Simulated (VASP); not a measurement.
Here is the system:

```xyz
1
Lattice="2.5743 0.0000 0.0000 0.0000 2.5743 0.0000 0.0000 0.0000 2.5743" Properties=species:S:1:pos:R:3 pbc="T T T"
Zn     0.0000     0.0000     0.0000
```

Level of theory: r2SCAN meta-GGA with spin-orbit coupling, VASP's PBE PAW potentials (set 64) (plane waves; VASP). Settings: 400 eV cut-off, 13×13×13 Γ-centred mesh, Gaussian smearing of 0.050 eV, potentials Zn.

**Question.** Give the energies of bands 7 to 16 at the high-symmetry points, in eV from the Fermi level.

**Answer.** 
```csv
band,Γ,X,M,R
7,-7.27,-7.54,-7.47,-6.86
8,-7.27,-7.54,-7.47,-6.86
9,-7.27,-7.14,-6.88,-6.86
10,-7.27,-7.14,-6.88,-6.86
11,-7.07,-3.24,1.23,5.70
12,-7.07,-3.24,1.23,5.70
13,13.15,-3.05,1.36,5.98
14,13.15,-3.05,1.36,5.98
15,13.42,18.21,3.02,5.98
16,13.42,18.21,3.02,5.98
```

It has no gap at this level: it comes out as a metal or semimetal.

The structure was generated: Zn was put into the simple-cubic type (Pm-3m), which need not be its known phase. It was relaxed first.
